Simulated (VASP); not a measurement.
Output of a VASP run:

**OSZICAR**
```
       N       E                     dE             d eps       ncg     rms          rms(c)
DAV:   1     0.660062669218E+03    0.66006E+03   -0.29269E+04  7200   0.203E+03
DAV:   2     0.128218968513E+02   -0.64724E+03   -0.60871E+03  7710   0.563E+02
DAV:   3    -0.658070203347E+02   -0.78629E+02   -0.76635E+02  8704   0.185E+02
DAV:   4    -0.681128971389E+02   -0.23059E+01   -0.22346E+01  8472   0.309E+01
DAV:   5    -0.681662964564E+02   -0.53399E-01   -0.52625E-01  8888   0.478E+00    0.433E+01
DAV:   6    -0.601023569354E+02    0.80639E+01   -0.14785E+02  8416   0.102E+02    0.352E+01
DAV:   7    -0.553753305149E+02    0.47270E+01   -0.94804E+01  8714   0.977E+01    0.192E+01
DAV:   8    -0.533162566175E+02    0.20591E+01   -0.69610E+00  8136   0.245E+01    0.655E+00
DAV:   9    -0.530445913878E+02    0.27167E+00   -0.16316E+00  9574   0.112E+01    0.211E+00
DAV:  10    -0.530525111793E+02   -0.79198E-02   -0.15420E-01  8012   0.365E+00    0.120E+00
DAV:  11    -0.530524174460E+02    0.93733E-04   -0.17770E-02  9750   0.123E+00    0.525E-01
DAV:  12    -0.530517402440E+02    0.67720E-03   -0.30214E-03  9700   0.538E-01    0.227E-01
DAV:  13    -0.530516319570E+02    0.10829E-03   -0.93119E-04  8920   0.316E-01    0.862E-02
DAV:  14    -0.530516095446E+02    0.22412E-04   -0.10773E-04  8644   0.774E-02    0.421E-02
DAV:  15    -0.530516088030E+02    0.74159E-06   -0.29956E-05  9088   0.401E-02    0.140E-02
DAV:  16    -0.530516090191E+02   -0.21606E-06   -0.19700E-06  5560   0.122E-02
   1 F= -.53051609E+02 E0= -.53051327E+02  d E =-.530516E+02  mag=     3.9999
```

### OUTCAR
```
------------------------ aborting loop because EDIFF is reached ----------------------------------------
  FORCE on cell =-STRESS in cart. coord.  units (eV):
  Direction    XX          YY          ZZ          XY          YZ          ZX
  --------------------------------------------------------------------------------------
  Total        0.0179095      0.0179095     -0.0284824      0.0000000      0.0000000      0.0000000
  in kB        0.5149194      0.5149194     -0.8189025      0.0000000      0.0000000      0.0000000
  external PRESSURE =       0.0703121 kB  Pullay stress =       0.0000000 kB
  volume of cell :       55.73
      direct lattice vectors                 reciprocal lattice vectors
     4.390331314  0.000000000  0.000000000     0.227773243  0.000000000  0.000000000
     0.000000000  4.390331314  0.000000000     0.000000000  0.227773243  0.000000000
     0.000000000  0.000000000  2.891080202     0.000000000  0.000000000  0.345891477
 POSITION                                       TOTAL-FORCE (eV/Angst)
 -----------------------------------------------------------------------------------
      0.00000      0.00000      0.00000        -0.000000     -0.000000     -0.000000
      2.19517      2.19517      1.44554        -0.000000     -0.000000     -0.000000
      1.33183      1.33183      0.00000        -0.012752     -0.012752     -0.000000
      3.52700      0.86333      1.44554        -0.012752      0.012752      0.000000
      0.86333      3.52700      1.44554         0.012752     -0.012752     -0.000000
      3.05850      3.05850      0.00000         0.012752      0.012752      0.000000
 -----------------------------------------------------------------------------------
    total drift:                                0.000000      0.000000     -0.000000
  FREE ENERGIE OF THE ION-ELECTRON SYSTEM (eV)
  ---------------------------------------------------
  free  energy   TOTEN  =       -53.0516090191 eV

  energy  without entropy=      -53.0507629053  energy(sigma->0) =      -53.05132698

 total charge

# of ion       s       p       d       tot
------------------------------------------
    1        0.371   6.496   4.077  10.944
    2        0.371   6.496   4.077  10.944
    3        1.563   3.460   0.000   5.023
    4        1.563   3.460   0.000   5.023
    5        1.563   3.460   0.000   5.023
    6        1.563   3.460   0.000   5.023
--------------------------------------------------
tot          6.996  26.832   8.154  41.981

 magnetization (x)

# of ion       s       p       d       tot
------------------------------------------
    1        0.020   0.033   2.010   2.064
    2        0.020   0.033   2.010   2.064
    3       -0.003  -0.059   0.000  -0.062
    4       -0.003  -0.059   0.000  -0.062
    5       -0.003  -0.059   0.000  -0.062
    6       -0.003  -0.059   0.000  -0.062
--------------------------------------------------
tot          0.030  -0.172   4.021   3.878

 reached required accuracy - stopping structural energy minimisation
```
(Selected blocks of OUTCAR.)

**POSCAR**
```
CrO2
1
    4.3903313142    -0.0000000000     0.0000000000
   -0.0000000000     4.3903313142     0.0000000000
    0.0000000000     0.0000000000     2.8910802022
Cr O
2 4
Direct
  0.0000000000   0.0000000000   0.0000000000
  0.5000000000   0.5000000000   0.5000000000
  0.3033563377   0.3033563377   0.0000000000
  0.8033563377   0.1966436623   0.5000000000
  0.1966436623   0.8033563377   0.5000000000
  0.6966436623   0.6966436623   0.0000000000
```

Problem. Reconstruct the remaining input files.

Solution. Several could match; the one computed here: the input of the run itself, PBEsol GGA, plane waves, VASP's PBE PAW potentials (set 64).

### INCAR
```
SYSTEM = CrO2
PREC = Accurate
ENCUT = 620
EDIFF = 1E-6
NELM = 100
ALGO = Normal
LREAL = .FALSE.
LASPH = .TRUE.
ISMEAR = 1
SIGMA = 0.1
GGA = PS
LMAXMIX = 4
ISPIN = 2
MAGMOM = 2.1 2.1 -0.1 -0.1 -0.1 -0.1
LORBIT = 10
LWAVE = .FALSE.
LCHARG = .FALSE.
IBRION = 2
ISIF = 3
NSW = 40
EDIFFG = -0.02
```

**KPOINTS**
```
Automatic mesh
0
Gamma
7 7 11
0 0 0
```

POTCAR, in this order: Cr_pv O (PBE.64 set). Program: vasp_std.

The compound is CrO2 in the rutile structure. It was relaxed first.
